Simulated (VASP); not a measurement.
## Zn (Zinc) under strain

How does the pressure of Zn (Zinc) answer to a change of volume? The bands are shown for each cell. All runs use r2SCAN. Left out of this account: 1 further run (self-consistent run: a reference on another mesh). The start is a cell from a database of measured crystal structures.

Program: VASP 6.6.1. Level of theory: r2SCAN; plane waves and PAW (Zn). Results are calculated unless marked as measured.

This is a report of a sequence of runs, with most program output left out.

**1. Starting point**

Symmetry: P6_3/mmc, No. 194, hexagonal system. Conventional cell: a = 2.665 Å, b = 2.665 Å, c = 4.947 Å, α = 90.00°, β = 90.00°, γ = 120.00°. Zn has 12 Zn at 2.66 to 2.91 Å nearest.

Structure file:

```xyz
2
Lattice="2.6648 0.0000 0.0000 -1.3324 2.3078 0.0000 0.0000 0.0000 4.9467" Properties=species:S:1:pos:R:3 pbc="T T T"
Zn    0.0000    1.5385    1.2367
Zn    1.3324    0.7693    3.7100
```

**2. Bands, cell as listed**

Levels along the symmetry lines show where the bands peak and cross; KPOINTS_OPT computes them in the converged potential. r2SCAN adds the kinetic-energy density, costs more than a GGA and is run with LASPH.

INCAR

```
SYSTEM = Zn
PREC = Accurate
ENCUT = 400
EDIFF = 1E-06
NELM = 100
ISMEAR = -1
SIGMA = 0.05
LREAL = .FALSE.
ALGO = Normal
METAGGA = R2SCAN
LASPH = .TRUE.
NBANDS = 24
LORBIT = 11
LWAVE = .FALSE.
LCHARG = .FALSE.
KPAR = 2
```

POSCAR

```
Zn
1.0
    2.6648000000      0.0000000000      0.0000000000
   -1.3324000000      2.3077844960      0.0000000000
    0.0000000000      0.0000000000      4.9467000000
Zn
2
Direct
    0.3333333333      0.6666666667      0.2500000000
    0.6666666667      0.3333333333      0.7500000000
```

KPOINTS

```
Automatic mesh
0
Gamma
17 17 8
0 0 0
```

KPOINTS_OPT

```
Line mode
16
Line-mode
Reciprocal
  0.00000000   0.00000000   0.00000000 GAMMA
  0.50000000   0.00000000   0.00000000 M

  0.50000000   0.00000000   0.00000000 M
  0.33333333   0.33333333   0.00000000 K

  0.33333333   0.33333333   0.00000000 K
  0.00000000   0.00000000   0.00000000 GAMMA

  0.00000000   0.00000000   0.00000000 GAMMA
  0.00000000   0.00000000   0.50000000 A

  0.00000000   0.00000000   0.50000000 A
  0.50000000   0.00000000   0.50000000 L

  0.50000000   0.00000000   0.50000000 L
  0.33333333   0.33333333   0.50000000 H

  0.33333333   0.33333333   0.50000000 H
  0.00000000   0.00000000   0.50000000 A

  0.50000000   0.00000000   0.50000000 L
  0.50000000   0.00000000   0.00000000 M

  0.33333333   0.33333333   0.00000000 K
  0.33333333   0.33333333   0.50000000 H
```

The projector-augmented-wave data sets are Zn (PBE family, release 64).

Started as:

```sh
mpirun -np 2 vasp_std
```

It took 1.7 min on 2 MPI ranks of Intel Xeon 6975P-C (Granite Rapids), shared host; peak memory 0.42 GiB; 3 min of CPU time.

The PAW data sets were made with PBE, which is usual practice but a small mismatch for other functionals. At this level the cell is under a tension of 5.4 GPa, so at these settings it is away from equilibrium.

This step gave:

* electronic steps: 13
* electrons: 24
* bands: 24
* irreducible k points: 165
* symmetry operations: 24
* free energy (TOTEN): -17.76 eV
* energy at zero smearing: -17.76 eV
* Fermi energy: 2.920 eV
* pressure: -5.415 GPa
* metallic: yes

The electronic bands at the labelled points (eV, zero at the Fermi level; # counts the bands kept):

| point | #9 | #10 | #11 | #12 | #13 | #14 | #15 | #16 |
| --- | --- | --- | --- | --- | --- | --- | --- | --- |
| Γ | -7.54 | -7.33 | -7.33 | -3.73 | -3.07 | 14.43 | 17.98 | 18.49 |
| 0.47 of the way | -7.59 | -7.55 | -7.33 | -2.02 | -1.47 | 7.94 | 13.43 | 13.80 |
| M | -7.14 | -7.12 | -2.94 | -2.18 | 2.87 | 3.81 | 4.49 | 6.02 |
| 0.47 of the way | -7.29 | -7.27 | -2.17 | -1.66 | 3.48 | 4.44 | 4.87 | 6.21 |
| K | -7.43 | -7.43 | 0.12 | 0.12 | 0.18 | 5.24 | 6.60 | 6.60 |
| 0.53 of the way | -7.45 | -7.37 | -7.20 | -1.60 | -0.82 | 8.31 | 8.53 | 14.27 |
| Γ | -7.54 | -7.33 | -7.33 | -3.73 | -3.07 | 14.43 | 17.98 | 18.49 |
| 0.53 of the way | -7.50 | -7.36 | -7.36 | -6.45 | 0.66 | 9.69 | 18.94 | 18.94 |
| A | -7.42 | -7.42 | -7.42 | -7.42 | 4.90 | 4.90 | 19.87 | 19.87 |
| 0.53 of the way | -7.43 | -7.43 | -6.26 | -6.26 | 6.74 | 6.74 | 8.34 | 8.34 |
| L | -7.13 | -7.13 | -1.94 | -1.94 | 0.30 | 0.30 | 10.83 | 10.83 |
| 0.53 of the way | -7.33 | -7.33 | -0.90 | -0.90 | 0.81 | 0.81 | 7.01 | 7.01 |
| H | -7.35 | -7.35 | 0.99 | 0.99 | 1.92 | 1.92 | 2.53 | 2.53 |
| 0.53 of the way | -7.38 | -7.38 | -6.16 | -6.16 | 6.91 | 6.91 | 9.94 | 9.94 |
| A | -7.42 | -7.42 | -7.42 | -7.42 | 4.90 | 4.90 | 19.87 | 19.87 |
| jump to L | -7.13 | -7.13 | -1.94 | -1.94 | 0.30 | 0.30 | 10.83 | 10.83 |
| 0.47 of the way | -7.14 | -7.13 | -2.57 | -2.00 | 1.25 | 1.39 | 7.90 | 8.48 |
| M | -7.14 | -7.12 | -2.94 | -2.18 | 2.87 | 3.81 | 4.49 | 6.02 |
| jump to K | -7.43 | -7.43 | 0.12 | 0.12 | 0.18 | 5.24 | 6.60 | 6.60 |
| 0.47 of the way | -7.39 | -7.39 | 0.39 | 0.39 | 0.58 | 3.93 | 4.06 | 4.06 |
| H | -7.35 | -7.35 | 0.99 | 0.99 | 1.92 | 1.92 | 2.53 | 2.53 |

There is no gap at this level.

**3. Bands, volume times 1.04**

The cell is expanded evenly, with fractional positions held.

INCAR is that of step 2.

POSCAR

```
Zn
1.0
    2.6998671793      0.0000000000      0.0000000000
   -1.3499335897      2.3381535641      0.0000000000
    0.0000000000      0.0000000000      5.0117956229
Zn
2
Direct
    0.3333333333      0.6666666667      0.2500000000
    0.6666666667      0.3333333333      0.7500000000
```

KPOINTS is that of step 2.

KPOINTS_OPT is that of step 2.

Started as:

```sh
mpirun -np 2 vasp_std
```

Wall time 2.2 min (2 MPI ranks); peak memory 0.43 GiB.

This step gave:

```yaml
free_energy_toten: -17.72 eV
energy_at_zero_smearing: -17.72 eV
fermi_energy: 2.669 eV
pressure: -8.059 GPa
```

Electronic bands along the path, in eV, zero at the Fermi level; # counts the bands kept:

| point | #9 | #10 | #11 | #12 | #13 | #14 | #15 | #16 |
| --- | --- | --- | --- | --- | --- | --- | --- | --- |
| Γ | -7.50 | -7.30 | -7.30 | -3.54 | -3.12 | 14.04 | 17.55 | 17.93 |
| 0.47 of the way | -7.53 | -7.50 | -7.30 | -2.07 | -1.38 | 7.71 | 13.06 | 13.37 |
| M | -7.12 | -7.10 | -2.83 | -2.18 | 2.74 | 3.75 | 4.22 | 5.92 |
| 0.47 of the way | -7.26 | -7.24 | -2.10 | -1.68 | 3.34 | 4.36 | 4.62 | 6.00 |
| K | -7.39 | -7.39 | 0.07 | 0.07 | 0.21 | 5.09 | 6.30 | 6.30 |
| 0.47 of the way | -7.35 | -7.32 | -6.75 | -1.11 | -0.02 | 6.75 | 7.04 | 12.54 |
| Γ | -7.50 | -7.30 | -7.30 | -3.54 | -3.12 | 14.04 | 17.55 | 17.93 |
| 0.47 of the way | -7.46 | -7.32 | -7.32 | -6.00 | 0.08 | 10.13 | 18.27 | 18.27 |
| A | -7.38 | -7.38 | -7.38 | -7.38 | 4.75 | 4.75 | 19.26 | 19.26 |
| 0.53 of the way | -7.38 | -7.38 | -6.15 | -6.15 | 6.56 | 6.56 | 8.09 | 8.09 |
| L | -7.11 | -7.11 | -1.84 | -1.84 | 0.19 | 0.19 | 10.53 | 10.53 |
| 0.53 of the way | -7.30 | -7.30 | -0.85 | -0.85 | 0.70 | 0.70 | 6.80 | 6.80 |
| H | -7.31 | -7.31 | 0.98 | 0.98 | 1.89 | 1.89 | 2.34 | 2.34 |
| 0.47 of the way | -7.29 | -7.29 | -5.46 | -5.46 | 7.16 | 7.16 | 8.35 | 8.35 |
| A | -7.38 | -7.38 | -7.38 | -7.38 | 4.75 | 4.75 | 19.26 | 19.26 |
| jump to L | -7.11 | -7.11 | -1.84 | -1.84 | 0.19 | 0.19 | 10.53 | 10.53 |
| 0.47 of the way | -7.12 | -7.10 | -2.45 | -1.97 | 1.16 | 1.28 | 7.64 | 8.30 |
| M | -7.12 | -7.10 | -2.83 | -2.18 | 2.74 | 3.75 | 4.22 | 5.92 |
| jump to K | -7.39 | -7.39 | 0.07 | 0.07 | 0.21 | 5.09 | 6.30 | 6.30 |
| 0.47 of the way | -7.36 | -7.36 | 0.35 | 0.35 | 0.59 | 3.84 | 3.88 | 3.88 |
| H | -7.31 | -7.31 | 0.98 | 0.98 | 1.89 | 1.89 | 2.34 | 2.34 |

 The pressure is -8.06 GPa.

Between step 2 and this run (cell volume +4.0 %) the value for the pressure moves from -5.42 GPa to -8.06 GPa.

**4. Bands, volume times 1.08**

INCAR is that of step 3.

POSCAR

```
Zn
1.0
    2.7340463416      0.0000000000      0.0000000000
   -1.3670231708      2.3677535870      0.0000000000
    0.0000000000      0.0000000000      5.0752428093
Zn
2
Direct
    0.3333333333      0.6666666667      0.2500000000
    0.6666666667      0.3333333333      0.7500000000
```

KPOINTS is that of step 3.

KPOINTS_OPT is that of step 3.

Started as:

```sh
mpirun -np 2 vasp_std
```

Run time: 2.5 min. Hardware: 2 MPI ranks; peak memory 0.45 GiB.

Numbers from this step:

```
free energy (TOTEN)     : -17.66 eV
energy at zero smearing : -17.66 eV
Fermi energy            : 2.438 eV
pressure                : -9.682 GPa
```

Electronic bands along the path, in eV, zero at the Fermi level; # counts the bands kept:

| point | #9 | #10 | #11 | #12 | #13 | #14 | #15 | #16 |
| --- | --- | --- | --- | --- | --- | --- | --- | --- |
| Γ | -7.46 | -7.28 | -7.28 | -3.37 | -3.17 | 13.67 | 17.15 | 17.41 |
| 0.47 of the way | -7.48 | -7.46 | -7.27 | -2.12 | -1.30 | 7.49 | 12.71 | 12.96 |
| M | -7.10 | -7.08 | -2.73 | -2.18 | 2.62 | 3.69 | 3.97 | 5.82 |
| 0.53 of the way | -7.26 | -7.23 | -1.83 | -1.54 | 3.38 | 4.46 | 4.48 | 5.08 |
| K | -7.36 | -7.36 | 0.02 | 0.02 | 0.23 | 4.95 | 6.01 | 6.01 |
| 0.47 of the way | -7.32 | -7.29 | -6.67 | -1.16 | 0.02 | 6.52 | 6.86 | 12.16 |
| Γ | -7.46 | -7.28 | -7.28 | -3.37 | -3.17 | 13.67 | 17.15 | 17.41 |
| 0.47 of the way | -7.42 | -7.29 | -7.29 | -5.88 | 0.05 | 9.86 | 17.73 | 17.73 |
| A | -7.35 | -7.35 | -7.35 | -7.35 | 4.62 | 4.62 | 18.69 | 18.69 |
| 0.53 of the way | -7.35 | -7.35 | -6.05 | -6.05 | 6.39 | 6.39 | 7.85 | 7.85 |
| L | -7.09 | -7.09 | -1.75 | -1.75 | 0.09 | 0.09 | 10.26 | 10.26 |
| 0.53 of the way | -7.27 | -7.27 | -0.80 | -0.80 | 0.60 | 0.60 | 6.60 | 6.60 |
| H | -7.29 | -7.29 | 0.97 | 0.97 | 1.86 | 1.86 | 2.15 | 2.15 |
| 0.53 of the way | -7.31 | -7.31 | -5.96 | -5.96 | 6.54 | 6.54 | 9.35 | 9.35 |
| A | -7.35 | -7.35 | -7.35 | -7.35 | 4.62 | 4.62 | 18.69 | 18.69 |
| jump to L | -7.09 | -7.09 | -1.75 | -1.75 | 0.09 | 0.09 | 10.26 | 10.26 |
| 0.53 of the way | -7.10 | -7.09 | -2.44 | -2.00 | 1.32 | 1.44 | 6.92 | 7.70 |
| M | -7.10 | -7.08 | -2.73 | -2.18 | 2.62 | 3.69 | 3.97 | 5.82 |
| jump to K | -7.36 | -7.36 | 0.02 | 0.02 | 0.23 | 4.95 | 6.01 | 6.01 |
| 0.47 of the way | -7.33 | -7.33 | 0.30 | 0.30 | 0.60 | 3.70 | 3.70 | 3.75 |
| H | -7.29 | -7.29 | 0.97 | 0.97 | 1.86 | 1.86 | 2.15 | 2.15 |

 The pressure is -9.68 GPa.

Between step 2 and this run (cell volume +8.0 %) the value for the pressure moves from -5.42 GPa to -9.68 GPa.

**5. Bands, sheared, principal strains -2.5, -0.0, +2.5 %**

The cell is sheared at fixed volume, which lowers its symmetry.

INCAR is that of step 4.

POSCAR

```
Zn
1.0
    2.6320430000      0.0095750000      0.0567860000
   -1.3077290000      2.3027870000     -0.0267830000
    0.1054120000      0.0034500000      5.0110610000
Zn
2
Direct
    0.3333333333      0.6666666667      0.2500000000
    0.6666666667      0.3333333333      0.7500000000
```

KPOINTS is that of step 4.

KPOINTS_OPT

```
Line mode
16
Line-mode
Reciprocal
  0.00000000  -0.50000000   0.00000000 X
  0.00000000   0.00000000   0.00000000 GAMMA

  0.00000000   0.00000000   0.00000000 GAMMA
  0.00000000   0.00000000  -0.50000000 Y

  0.00000000  -0.50000000  -0.50000000 L
  0.00000000   0.00000000   0.00000000 GAMMA

  0.00000000   0.00000000   0.00000000 GAMMA
  0.50000000   0.00000000   0.50000000 Z

  0.50000000  -0.50000000   0.50000000 N
  0.00000000   0.00000000   0.00000000 GAMMA

  0.00000000   0.00000000   0.00000000 GAMMA
  0.50000000   0.00000000   0.00000000 M

  0.50000000  -0.50000000   0.00000000 R
  0.00000000   0.00000000   0.00000000 GAMMA
```

Started as:

```sh
mpirun -np 2 vasp_std
```

Wall time 9 min (2 MPI ranks); peak memory 1.5 GiB.

The path and its labels are those of the sheared lattice, so a letter need not mean the same point as in the unstrained cell.

Numbers from this step:

```
irreducible k points    : 1157
symmetry operations     : 2
free energy (TOTEN)     : -17.76 eV
energy at zero smearing : -17.76 eV
Fermi energy            : 2.964 eV
pressure                : -4.626 GPa
```

The electronic bands at the labelled points (eV, zero at the Fermi level; # counts the bands kept):

| point | #9 | #10 | #11 | #12 | #13 | #14 | #15 | #16 |
| --- | --- | --- | --- | --- | --- | --- | --- | --- |
| X | -7.18 | -7.17 | -2.98 | -2.23 | 2.61 | 3.67 | 4.22 | 5.88 |
| 0.47 of the way | -7.54 | -7.51 | -7.39 | -1.93 | -1.00 | 6.43 | 12.10 | 13.06 |
| Γ | -7.57 | -7.39 | -7.39 | -3.85 | -3.33 | 13.74 | 17.42 | 18.63 |
| 0.47 of the way | -7.54 | -7.41 | -7.40 | -6.25 | -0.18 | 9.87 | 18.94 | 19.34 |
| Y | -7.50 | -7.49 | -7.45 | -7.44 | 4.49 | 4.49 | 19.75 | 19.89 |
| jump to L | -7.17 | -7.17 | -2.03 | -2.02 | 0.20 | 0.22 | 10.42 | 10.47 |
| 0.53 of the way | -7.59 | -7.57 | -7.41 | -4.64 | 1.43 | 8.23 | 11.42 | 11.61 |
| Γ | -7.57 | -7.39 | -7.39 | -3.85 | -3.33 | 13.74 | 17.42 | 18.63 |
| 0.53 of the way | -7.52 | -7.43 | -7.42 | -4.28 | 2.12 | 7.28 | 9.52 | 11.68 |
| Z | -7.17 | -7.16 | -2.16 | -1.74 | 0.03 | 0.66 | 9.74 | 11.34 |
| jump to N | -7.17 | -7.16 | -2.08 | -1.68 | 0.16 | 0.77 | 9.86 | 11.41 |
| 0.53 of the way | -7.60 | -7.58 | -7.43 | -4.42 | 1.19 | 8.87 | 11.47 | 11.92 |
| Γ | -7.57 | -7.39 | -7.39 | -3.85 | -3.33 | 13.74 | 17.42 | 18.63 |
| 0.53 of the way | -7.55 | -7.52 | -7.39 | -1.99 | -0.89 | 6.66 | 11.91 | 13.10 |
| M | -7.18 | -7.16 | -2.91 | -2.12 | 2.49 | 4.01 | 4.17 | 6.14 |
| jump to R | -7.17 | -7.15 | -2.84 | -2.02 | 2.60 | 4.11 | 4.30 | 6.22 |
| 0.47 of the way | -7.56 | -7.53 | -7.40 | -1.97 | -0.86 | 6.87 | 12.13 | 12.85 |
| Γ | -7.57 | -7.39 | -7.39 | -3.85 | -3.33 | 13.74 | 17.42 | 18.63 |

 The pressure is -4.63 GPa, and the symmetry operations fall from 24 to 2.

**6. Bands, volume times 0.96**

The cell is compressed evenly, with fractional positions held.

INCAR is that of step 5.

POSCAR

```
Zn
1.0
    2.6287847743      0.0000000000      0.0000000000
   -1.3143923871      2.2765943956      0.0000000000
    0.0000000000      0.0000000000      4.8798445072
Zn
2
Direct
    0.3333333333      0.6666666667      0.2500000000
    0.6666666667      0.3333333333      0.7500000000
```

KPOINTS is that of step 5.

KPOINTS_OPT

```
Line mode
16
Line-mode
Reciprocal
  0.00000000   0.00000000   0.00000000 GAMMA
  0.50000000   0.00000000   0.00000000 M

  0.50000000   0.00000000   0.00000000 M
  0.33333333   0.33333333   0.00000000 K

  0.33333333   0.33333333   0.00000000 K
  0.00000000   0.00000000   0.00000000 GAMMA

  0.00000000   0.00000000   0.00000000 GAMMA
  0.00000000   0.00000000   0.50000000 A

  0.00000000   0.00000000   0.50000000 A
  0.50000000   0.00000000   0.50000000 L

  0.50000000   0.00000000   0.50000000 L
  0.33333333   0.33333333   0.50000000 H

  0.33333333   0.33333333   0.50000000 H
  0.00000000   0.00000000   0.50000000 A

  0.50000000   0.00000000   0.50000000 L
  0.50000000   0.00000000   0.00000000 M

  0.33333333   0.33333333   0.00000000 K
  0.33333333   0.33333333   0.50000000 H
```

Started as:

```sh
mpirun -np 2 vasp_std
```

Wall time 2.2 min (2 MPI ranks); peak memory 0.42 GiB.

This step gave:

```
irreducible k points    : 165
symmetry operations     : 24
free energy (TOTEN)     : -17.79 eV
energy at zero smearing : -17.78 eV
Fermi energy            : 3.196 eV
pressure                : -1.932 GPa
```

Electronic bands along the path, in eV, zero at the Fermi level; # counts the bands kept:

| point | #9 | #10 | #11 | #12 | #13 | #14 | #15 | #16 |
| --- | --- | --- | --- | --- | --- | --- | --- | --- |
| Γ | -7.61 | -7.38 | -7.38 | -3.94 | -3.01 | 14.84 | 18.42 | 19.07 |
| 0.47 of the way | -7.65 | -7.62 | -7.38 | -1.98 | -1.57 | 8.19 | 13.81 | 14.25 |
| M | -7.18 | -7.16 | -3.06 | -2.19 | 3.00 | 3.87 | 4.77 | 6.12 |
| 0.53 of the way | -7.38 | -7.33 | -2.03 | -1.49 | 3.81 | 4.73 | 5.06 | 5.80 |
| K | -7.49 | -7.49 | 0.15 | 0.17 | 0.17 | 5.39 | 6.76 | 6.76 |
| 0.47 of the way | -7.43 | -7.41 | -6.89 | -0.99 | -0.11 | 7.23 | 7.41 | 13.37 |
| Γ | -7.61 | -7.38 | -7.38 | -3.94 | -3.01 | 14.84 | 18.42 | 19.07 |
| 0.47 of the way | -7.57 | -7.40 | -7.40 | -6.29 | 0.14 | 10.70 | 19.44 | 19.44 |
| A | -7.47 | -7.47 | -7.47 | -7.47 | 5.05 | 5.05 | 20.52 | 20.52 |
| 0.47 of the way | -7.50 | -7.50 | -6.73 | -6.73 | 6.60 | 6.60 | 9.96 | 9.96 |
| L | -7.17 | -7.17 | -2.05 | -2.05 | 0.42 | 0.42 | 11.13 | 11.13 |
| 0.47 of the way | -7.37 | -7.37 | -1.20 | -1.20 | 0.80 | 0.80 | 8.04 | 8.04 |
| H | -7.39 | -7.39 | 1.00 | 1.00 | 1.95 | 1.95 | 2.74 | 2.74 |
| 0.47 of the way | -7.37 | -7.37 | -5.66 | -5.66 | 7.55 | 7.55 | 8.88 | 8.88 |
| A | -7.47 | -7.47 | -7.47 | -7.47 | 5.05 | 5.05 | 20.52 | 20.52 |
| jump to L | -7.17 | -7.17 | -2.05 | -2.05 | 0.42 | 0.42 | 11.13 | 11.13 |
| 0.47 of the way | -7.17 | -7.16 | -2.69 | -2.04 | 1.34 | 1.51 | 8.17 | 8.67 |
| M | -7.18 | -7.16 | -3.06 | -2.19 | 3.00 | 3.87 | 4.77 | 6.12 |
| jump to K | -7.49 | -7.49 | 0.15 | 0.17 | 0.17 | 5.39 | 6.76 | 6.76 |
| 0.47 of the way | -7.44 | -7.44 | 0.44 | 0.44 | 0.56 | 4.03 | 4.25 | 4.25 |
| H | -7.39 | -7.39 | 1.00 | 1.00 | 1.95 | 1.95 | 2.74 | 2.74 |

 The pressure is -1.93 GPa.

Between step 2 and this run (cell volume -4.0 %) the value for the pressure moves from -5.42 GPa to -1.93 GPa.

**7. Bands, volume times 0.92**

The cell is scaled evenly once more. A prediction first. A parabola through the 4 pressures of evenly scaled cells so far, P = -5.46 -75.7 t +268 t² GPa with t = ln(V/V₁) and V₁ the volume at scale 1, gives 2.72 GPa at t = -0.0834.

INCAR is that of step 6.

POSCAR

```
Zn
1.0
    2.5917547041      0.0000000000      0.0000000000
   -1.2958773521      2.2445254141      0.0000000000
    0.0000000000      0.0000000000      4.8111051467
Zn
2
Direct
    0.3333333333      0.6666666667      0.2500000000
    0.6666666667      0.3333333333      0.7500000000
```

KPOINTS is that of step 6.

KPOINTS_OPT is that of step 6.

Started as:

```sh
mpirun -np 2 vasp_std
```

The job ended after 1.7 min (2 MPI ranks; peak memory 0.42 GiB).

This step gave:

| Quantity | Value |
| --- | --- |
| free energy (TOTEN) | -17.78 eV |
| energy at zero smearing | -17.77 eV |
| Fermi energy | 3.505 eV |
| pressure | 2.389 GPa |

(Continued in part 2 of 2.)

[Lines on the potential files, build, host, timing and source positions are cut from VASP's logs without a mark.]

[Logs are printed without paths, hosts, clocks, repeated set-up lines and the standing remarks that a program may print on its own settings, such as how far it seeks lower states.]

[Hosts, paths, dates, database ids (printed as entryN), source tags and the programs' standing remarks are cut or masked in the printed files.]

[A measured line is paired with the nearest computed mode of its activity, which favours agreement.]
